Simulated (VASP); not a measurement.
Consider the following.

```xyz
6
Lattice="3.7940 0.0000 0.0000 0.0000 3.7940 0.0000 0.0000 0.0000 7.8630" Properties=species:S:1:pos:R:3 pbc="T T T"
Dy     0.0000     1.8970     5.7116
Dy     1.8970     0.0000     2.1514
S      0.0000     1.8970     2.8936
S      1.8970     3.7940     4.9694
S      0.0000     0.0000     0.0000
S      1.8970     1.8970     0.0000
```

Method: PBEsol GGA, VASP's PBE PAW potentials (set 64) (plane waves; VASP 6.6.1). Settings: 400 eV cut-off, Gaussian smearing of 0.050 eV, potentials Dy_3 S.

The 4f electrons are frozen in the core of the lanthanide potential, so 4f levels, which can set the real gap, and their magnetism are missing.

Give the energies of bands 11 to 24 at the high-symmetry points, in eV from the Fermi level.

```json
[
 {"band": "11", "Γ": "-5.62", "X": "-5.69", "M": "-6.97", "Z": "-5.70", "R": "-5.17", "A": "-7.16"},
 {"band": "12", "Γ": "-5.24", "X": "-5.69", "M": "-6.97", "Z": "-5.23", "R": "-5.17", "A": "-7.16"},
 {"band": "13", "Γ": "-5.24", "X": "-3.50", "M": "-4.59", "Z": "-5.23", "R": "-4.20", "A": "-4.60"},
 {"band": "14", "Γ": "-4.30", "X": "-3.50", "M": "-4.59", "Z": "-3.42", "R": "-4.20", "A": "-4.60"},
 {"band": "15", "Γ": "-2.82", "X": "-3.17", "M": "-3.86", "Z": "-2.91", "R": "-3.63", "A": "-3.84"},
 {"band": "16", "Γ": "-2.79", "X": "-3.17", "M": "-3.86", "Z": "-2.83", "R": "-3.63", "A": "-3.84"},
 {"band": "17", "Γ": "-2.79", "X": "-2.81", "M": "-3.19", "Z": "-2.83", "R": "-2.91", "A": "-2.67"},
 {"band": "18", "Γ": "-1.36", "X": "-2.81", "M": "-3.19", "Z": "-2.19", "R": "-2.91", "A": "-2.67"},
 {"band": "19", "Γ": "-1.36", "X": "-2.66", "M": "-2.30", "Z": "-1.31", "R": "-2.60", "A": "-2.39"},
 {"band": "20", "Γ": "-0.85", "X": "-2.66", "M": "-2.30", "Z": "-1.31", "R": "-2.60", "A": "-2.39"},
 {"band": "21", "Γ": "-0.19", "X": "-2.27", "M": "2.39", "Z": "0.43", "R": "-1.34", "A": "2.39"},
 {"band": "22", "Γ": "0.95", "X": "-2.27", "M": "2.39", "Z": "1.03", "R": "-1.34", "A": "2.39"},
 {"band": "23", "Γ": "0.95", "X": "2.88", "M": "3.27", "Z": "1.03", "R": "3.01", "A": "2.95"},
 {"band": "24", "Γ": "1.68", "X": "2.88", "M": "3.27", "Z": "1.62", "R": "3.02", "A": "2.95"}
]
```

It has no gap at this level: it comes out as a metal or semimetal.

The structure comes from a computed database's DyS2 entry (P4/nmm); how it stands against other phases isn't given here. It was relaxed first.
